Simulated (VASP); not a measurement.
# SiO2 (space group I-42d): computed properties

Calculation: r2SCAN meta-GGA, VASP's PBE PAW potentials (set 64) (plane waves; VASP).

```json
{
 "space_group": "I-42d (122)",
 "cell": "a = 4.9565 Å, b = 4.9565 Å, c = 7.3154 Å, α = 90.00°, β = 90.00°, γ = 90.00°",
 "volume_per_atom": "14.98 Å³/atom",
 "band gap (over mesh and band path)": "6.54 eV",
 "smallest direct gap (over mesh and band path)": "6.54 eV",
 "band_edge_character": "direct, Γ to Γ",
 "density": "2.22 g/cm³"
}
```

```cif
data_O4Si2
_chemical_formula_sum 'Si2 O4'
_space_group_name_H-M_alt 'P 1'
_space_group_IT_number 1
_cell_length_a 5.06577
_cell_length_b 5.06577
_cell_length_c 5.06577
_cell_angle_alpha 121.422
_cell_angle_beta 121.422
_cell_angle_gamma 87.554
loop_
_space_group_symop_operation_xyz
  'x, y, z'
loop_
_atom_site_label
_atom_site_type_symbol
_atom_site_fract_x
_atom_site_fract_y
_atom_site_fract_z
_atom_site_occupancy
Si1 Si 0.00000 0.00000 0.00000 1
Si2 Si 0.75000 0.25000 0.50000 1
O1 O 0.37500 0.22177 0.34677 1
O2 O 0.77823 0.12500 0.15323 1
O3 O 0.87500 0.02823 0.65323 1
O4 O 0.97177 0.62500 0.84677 1
```

The structure comes from a computed database's SiO2 entry (I-42d); how it stands against other phases isn't given here. It was relaxed first. Symmetry was kept, so distortions that lower it aren't found.
